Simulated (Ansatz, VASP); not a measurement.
# Cross-check of In3P between VASP and Ansatz, part 2 of 2

Wanted: the spread between two codes on one cell, functional and k mesh. The cell is generated by rule, not measured, and may not be a known phase. The cell is taken from a series of runs on this material, whose earlier steps may have relaxed, scaled, displaced or heated it; both programs get it as it stands.

VASP 6.6.1 and Ansatz 0.2.0.

So far: Set-up; VASP: relaxation of cell and atoms, PBE; Ansatz: relaxation of cell and atoms, PBE; Comparison.

**5. VASP: zone-centre phonons, PBE**

Level of this step: PBE; plane waves and PAW (P, In_d); invented cell (VASP).

Second derivatives magnify differences that forces hide, and they need a tight electronic threshold.

INCAR reads:

```
SYSTEM = In3P
PREC = Accurate
ENCUT = 500
EDIFF = 1E-08
NELM = 120
ISMEAR = 1
SIGMA = 0.2
LREAL = .FALSE.
ALGO = Normal
GGA = PE
NBANDS = 28
LORBIT = 11
LWAVE = .FALSE.
LCHARG = .FALSE.
ISIF = 2
IBRION = 8
LASPH = .TRUE.
GGA_COMPAT = .FALSE.
KPAR = 2
```

POSCAR reads:

```
In3P
1.0
    0.0000000000      3.6618912820      3.6618912820
    3.6618912820      0.0000000000      3.6618912820
    3.6618912820      3.6618912820      0.0000000000
P In
1 3
Direct
    0.0000000000      0.0000000000      0.0000000000
    0.2500000000      0.2500000000      0.2500000000
    0.7500000000      0.7500000000      0.7500000000
    0.5000000000      0.5000000000      0.5000000000
```

KPOINTS reads:

```
Automatic mesh
0
Gamma
12 12 12
0 0 0
```

The projector-augmented-wave data sets are P and In_d (PBE family, release 64).

Started as:

```sh
mpirun -np 2 vasp_std
```

Numbers of over 12 decimals in the logs are rounded to 6 here.

Log:

```text
[... set-up lines as in an earlier step ...]
 entering main loop
       N       E                     dE             d eps       ncg     rms          rms(c)
DAV:   1     0.382919311432E+03    0.38292E+03   -0.20786E+04  4032   0.200E+03
DAV:   2     0.236979861812E+02   -0.35922E+03   -0.35396E+03  4044   0.451E+02
DAV:   3    -0.109849701979E+02   -0.34683E+02   -0.33877E+02  4948   0.163E+02
DAV:   4    -0.123702974194E+02   -0.13853E+01   -0.13780E+01  4748   0.337E+01
[...]
DAV:  14    -0.121106005843E+02    0.21893E-06   -0.53307E-08  4612   0.582E-03    0.496E-04
DAV:  15    -0.121106005664E+02    0.17919E-07   -0.11861E-08  2616   0.175E-03    0.279E-04
DAV:  16    -0.121106005683E+02   -0.19636E-08   -0.80208E-09  2556   0.161E-03
   1 F= -.12110601E+02 E0= -.12108201E+02  d E =-.719895E-02
 Linear response reoptimize wavefunctions to high precision
DAV:   1    -0.121106005574E+02    0.10881E-07   -0.25688E-09  2556   0.133E-03
DAV:   2    -0.121106005576E+02   -0.11187E-09   -0.14664E-09  2488   0.355E-04
[...]
RMM:  12    -0.238596335649E+00    0.10689E-06    0.20062E-07 30010   0.116E-04    0.361E-05
RMM:  13    -0.238596472796E+00   -0.13715E-06    0.89206E-08 30123   0.703E-05    0.333E-05
RMM:  14    -0.238596463227E+00    0.95693E-08    0.45902E-08 31925   0.471E-05    0.193E-05
 first order change of Fermi-energy  -0.15036E-04
 force on displaced ion       2 direction 1 :  -1.596   0.000   0.000
 Linear response progress:
  Degree of freedom:   3/  3
       N       E                     dE             d eps       ncg     rms          rms(c)
RMM:   1    -0.236193585709E+00   -0.23619E+00   -0.14372E-01 12638   0.357E+00
RMM:   2    -0.239002096282E+00   -0.28085E-02   -0.17875E-02 14593   0.854E-01    0.715E-02
RMM:   3    -0.239070131413E+00   -0.68035E-04   -0.17652E-03 15887   0.279E-01    0.267E-02
RMM:   4    -0.238954228174E+00    0.11590E-03   -0.18784E-04 16285   0.888E-02    0.197E-02
[...]
RMM:  15    -0.238887896106E+00    0.51102E-08   -0.10372E-07 15652   0.290E-05    0.626E-06
RMM:  16    -0.238887886011E+00    0.10096E-07   -0.78931E-08 16054   0.246E-05    0.278E-06
RMM:  17    -0.238887885462E+00    0.54921E-09   -0.88704E-08 13817   0.218E-05    0.281E-07
 first order change of Fermi-energy  -0.48080E-03
 force on displaced ion       4 direction 1 :  -2.356   0.000   0.000
 Linear response finished
```

OUTCAR, selected parts (step 5):

```text
  Total       -0.0146172     -0.0146172     -0.0146172      0.0000000     -0.0000000      0.0000000
  in kB       -0.2384668     -0.2384668     -0.2384668      0.0000000     -0.0000000      0.0000000
  external PRESSURE =      -0.2384668 kB  Pullay stress =       0.0000000 kB

 POSITION                                       TOTAL-FORCE (eV/Angst)
 -----------------------------------------------------------------------------------
      0.00000      0.00000      0.00000         0.000000     -0.000000      0.000000
      1.83095      1.83095      1.83095         0.000000      0.000000      0.000000
      5.49284      5.49284      5.49284        -0.000000     -0.000000     -0.000000
      3.66189      3.66189      3.66189         0.000000     -0.000000      0.000000
 -----------------------------------------------------------------------------------
    total drift:                               -0.000000     -0.000000      0.000000

[... 1 part as in an earlier step ...]

[... 1 further part left out ...]
```

Energies printed during the response cycles are not total energies of the cell.

**6. Ansatz: zone-centre phonons, PBE**

The same cell, functional, mesh and smearing now go to Ansatz, which takes its cutoff from its data sets.

The cell is taken from a series of runs on this material, whose earlier steps may have relaxed, scaled, displaced or heated it; both programs get it as it stands.

input.yaml reads:

```yaml
crystal:
  lattice:
    - [0.0, 3.661891282, 3.661891282]
    - [3.661891282, 0.0, 3.661891282]
    - [3.661891282, 3.661891282, 0.0]
  atoms:
    - { symbol: P, position: [0.0, 0.0, 0.0] }
    - { symbol: In, position: [0.25, 0.25, 0.25] }
    - { symbol: In, position: [0.75, 0.75, 0.75] }
    - { symbol: In, position: [0.5, 0.5, 0.5] }
kpoints:
  mp_grid: { grid: [12, 12, 12] }
hamiltonian:
  xc: pbe
scf:
  occupations: { method: methfessel_paxton, width: 0.2 }
output:
  eigenvalues: true
phonons:
  method: dfpt
```

Started as:

```sh
ansatz run input.yaml --threads 4 --pin off --max-ram 7168MiB --backend cpu --events-out ev --progress --plain --runs-dir out
```

Log:

```text
zone centre: on kpoints.mp_grid the ground state, and the responses unless they are solved on pairs of k-points, stand on 163 of the mesh's 1728 k-points, reduced under 8 symmetry operations, with k and −k counted as one. Each operation leaves every solved displacement unchanged or reverses it
[...]
Crystal: 4 atoms, lattice volume = 98.208 Å³
[...]
k mesh reduced under 8 symmetry operations, with k and −k counted as one. Each operation leaves every solved displacement unchanged or reverses it
  ASR residual: 2.559e-5 → 0.000e0 eV/Å²; symmetrization residual: 4.478e-6 eV/Å²
  ASR residual per site (eV/Å²): 7.66e-6 2.56e-5 2.56e-5 2.45e-5
  Γ frequencies (cm⁻¹): 0.00 0.00 0.00 16.06 16.06 16.06 66.07 66.07 66.07 90.91 90.91 90.91
  non-analytic LO–TO correction: not included (Born effective charges unavailable; polar crystals: no LO–TO splitting at Γ)
[key lines of the parts left out:]
SCF converged after 9 iterations
Free energy (F): -17548.281981 eV
Fermi energy:    9.577815 eV
```

**7. Side by side**

The two programs side by side:

| quantity | Ansatz | VASP | difference |
| --- | --- | --- | --- |
| optical mode 1 to 3 (cm⁻¹) | 16.1 | 17.6 | -1.5 |
| optical mode 4 to 6 (cm⁻¹) | 66.1 | 67.4 | -2.02 % |
| optical mode 7 to 9 (cm⁻¹) | 90.9 | 92.6 | -1.83 % |

Modes are paired by rising frequency, not by their patterns, so a pair may set unlike modes beside each other; they are those without the splitting of longitudinal modes.

**8. Results**

* difference in volume (relaxation of cell and atoms, PBE): 0.070 %
* r.m.s. difference of the optical zone-centre modes, each program's sorted by frequency (zone-centre phonons, PBE): 1.5 cm⁻¹
* difference in optical mode 4 to 6 (zone-centre phonons, PBE): -2.0 %

In words: The difference in volume is 0.070 % (relaxation of cell and atoms, PBE), within the 1.2 % picked in this series as the mark of a large difference, as far as the stopping tolerances let one tell. Among the rows given in per cent, the largest difference of the zone-centre phonons, PBE pair is in optical mode 4 to 6, -2.0 %. 1 further pair of this series is not shown here. Such differences can come from data sets, numerical settings and the points named under the comparisons, not from the functional's error against experiment.

[Lines on the potential files, build, host, timing and source positions are cut from VASP's logs without a mark.]

[Logs are printed without paths, hosts, clocks, repeated set-up lines and the standing remarks that a program may print on its own settings, such as how far it seeks lower states.]

[Hosts, paths, dates, database ids (printed as entryN), source tags and the programs' standing remarks are cut or masked in the printed files.]
